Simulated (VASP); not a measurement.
Calculation: vdW-DF2, VASP's PBE PAW potentials (set 64) (plane waves; VASP).

Input for VASP

**INCAR**
```
LUSE_VDW=.TRUE.
LWAVE=.FALSE.
NEDOS=601   ! DOS grid
LORBIT=11   ! lm-projected
GGA=ML
LCHARG=.TRUE.
LREAL=.FALSE.   ! projection in real space or not
EDIFF=1E-7   ! SCF stop (eV)
ZAB_VDW=-1.8867
ENCUT=520   ! plane-wave cut-off (eV)
LASPH=.TRUE.
ISMEAR=-5   ! tetrahedra, Bloechl
LMAXMIX=6   ! l cut-off of mixed one-centre charges
SYSTEM=AuZn
AGGAC=0.0
ISIF=2   ! forces and stress, cell fixed
ALGO=Normal   ! blocked Davidson
PREC=Accurate
NELM=100   ! most electronic steps
```

**KPOINTS**
```
Automatic mesh
0
Gamma
12 12 12
0 0 0
```

File POSCAR:
```
AuZn
3.3236020
  1.0000001356   0.0000000000   0.0000000000
  0.0000000000   1.0000001356   0.0000000000
  0.0000000000   0.0000000000   1.0000001356
Zn Au
1 1
Cart
  0.5000000678   0.5000000678   0.5000000678
  0.0000000000   0.0000000000   0.0000000000
```

POTCAR, in this order: Zn Au (PBE.64 set). Program: vasp_std.

The resulting files:

File OSZICAR:
```
       N       E                     dE             d eps       ncg     rms          rms(c)
DAV:   1     0.137802441000E+03    0.13780E+03   -0.11741E+04  2528   0.189E+03
DAV:   2     0.654161194100E+01   -0.13126E+03   -0.12746E+03  2667   0.346E+02
DAV:   3     0.163689564249E+01   -0.49047E+01   -0.48860E+01  3059   0.756E+01
DAV:   4     0.160550062285E+01   -0.31395E-01   -0.31337E-01  2891   0.551E+00
DAV:   5     0.160513944516E+01   -0.36118E-03   -0.36117E-03  3031   0.576E-01    0.538E+00
DAV:   6     0.196083743820E+01    0.35570E+00   -0.14532E+00  2555   0.136E+01    0.348E+00
DAV:   7     0.197875665515E+01    0.17919E-01   -0.28982E-02  3327   0.287E+00    0.199E+00
DAV:   8     0.198479400877E+01    0.60374E-02   -0.14525E-02  2923   0.152E+00    0.184E-01
DAV:   9     0.198469157626E+01   -0.10243E-03   -0.51492E-04  2576   0.226E-01    0.936E-02
DAV:  10     0.198468610464E+01   -0.54716E-05   -0.17301E-04  2793   0.186E-01    0.122E-02
DAV:  11     0.198468854143E+01    0.24368E-05   -0.28009E-05  2884   0.132E-01    0.680E-03
DAV:  12     0.198468746058E+01   -0.10808E-05   -0.25180E-06  2695   0.298E-02    0.334E-03
DAV:  13     0.198468814730E+01    0.68672E-06   -0.36637E-06  2590   0.292E-02    0.891E-04
DAV:  14     0.198468864811E+01    0.50081E-06   -0.20573E-07  2147   0.117E-02    0.643E-04
DAV:  15     0.198468861787E+01   -0.30232E-07   -0.59300E-08  1309   0.589E-03
   1 F= 0.19846886E+01 E0= 0.19846886E+01  d E =0.000000E+00
```

OUTCAR:
```
------------------------ aborting loop because EDIFF is reached ----------------------------------------
  FORCE on cell =-STRESS in cart. coord.  units (eV):
  Direction    XX          YY          ZZ          XY          YZ          ZX
  --------------------------------------------------------------------------------------
  Total        0.0007973      0.0007973      0.0007973     -0.0000000      0.0000000     -0.0000000
  in kB        0.0347941      0.0347941      0.0347941     -0.0000000      0.0000000     -0.0000000
  external PRESSURE =       0.0347941 kB  Pullay stress =       0.0000000 kB
  volume of cell :       36.71
      direct lattice vectors                 reciprocal lattice vectors
     3.323602451  0.000000000  0.000000000     0.300878344  0.000000000  0.000000000
     0.000000000  3.323602451  0.000000000     0.000000000  0.300878344  0.000000000
     0.000000000  0.000000000  3.323602451     0.000000000  0.000000000  0.300878344
 POSITION                                       TOTAL-FORCE (eV/Angst)
 -----------------------------------------------------------------------------------
      1.66180      1.66180      1.66180         0.000000      0.000000      0.000000
      0.00000      0.00000      0.00000         0.000000      0.000000      0.000000
 -----------------------------------------------------------------------------------
    total drift:                                0.000000      0.000000      0.000000
  FREE ENERGIE OF THE ION-ELECTRON SYSTEM (eV)
  ---------------------------------------------------
  free  energy   TOTEN  =         1.9846886179 eV

  energy  without entropy=        1.9846886179  energy(sigma->0) =        1.98468862

 total charge

# of ion       s       p       d       tot
------------------------------------------
    1        0.556   0.333   9.778  10.667
    2        0.625   0.272   8.738   9.635
--------------------------------------------------
tot          1.181   0.605  18.516  20.302
```
(Selected blocks of OUTCAR.)

### OUTCAR
```
 val. band max:        5.2807526461   @ k =   0.5000   0.5000   0.1667

 cond. band min:       5.3241251826   @ k =   0.5000   0.3333   0.3333


 Fermi energy:         5.3666995789

 k-point     1 :       0.0000    0.0000    0.0000
  band No.  band energies     occupation
      1      -3.7210      2.00000
      2      -2.3386      2.00000
      3      -2.3386      2.00000
      4      -1.9902      2.00000
      5      -1.9902      2.00000
      6      -1.9902      2.00000
      7       0.5881      2.00000
      8       0.5881      2.00000
      9       1.9330      2.00000
     10       1.9330      2.00000
     11       1.9330      2.00000
     12      10.1677      0.00000
     13      10.1677      0.00000
     14      10.1677      0.00000
     15      11.8442      0.00000

 k-point     2 :       0.0833    0.0000    0.0000
  band No.  band energies     occupation
      1      -3.6129      2.00000
      2      -2.3268      2.00000
      3      -2.3182      2.00000
      4      -1.9923      2.00000
      5      -1.9923      2.00000
      6      -1.9850      2.00000
      7       0.5830      2.00000
      8       0.6222      2.00000
      9       1.8707      2.00000
     10       1.8707      2.00000
     11       1.9287      2.00000
     12       9.0684      0.00000
     13      10.3526      0.00000
     14      10.3526      0.00000
     15      12.6278      0.00000

 k-point     3 :       0.1667    0.0000    0.0000
  band No.  band energies     occupation
      1      -3.2947      2.00000
      2      -2.2942      2.00000
      3      -2.2618      2.00000
      4      -1.9980      2.00000
      5      -1.9980      2.00000
      6      -1.9708      2.00000
      7       0.5688      2.00000
      8       0.7136      2.00000
      9       1.7079      2.00000
     10       1.7079      2.00000
     11       1.9166      2.00000
     12       7.3863      0.00000
     13      10.8830      0.00000
     14      10.8830      0.00000
     15      13.4259      0.00000
...
```

For a metal the tetrahedron method with Blöchl corrections gives inexact stress and forces. Unless said otherwise, spin-orbit coupling is left out, though it shifts the bands of the heavy elements here.

The compound is AuZn in the CsCl type structure. It was relaxed first, which changed the volume by +17 %. The electron count is odd and the run is not spin-polarised, which forces a metal.
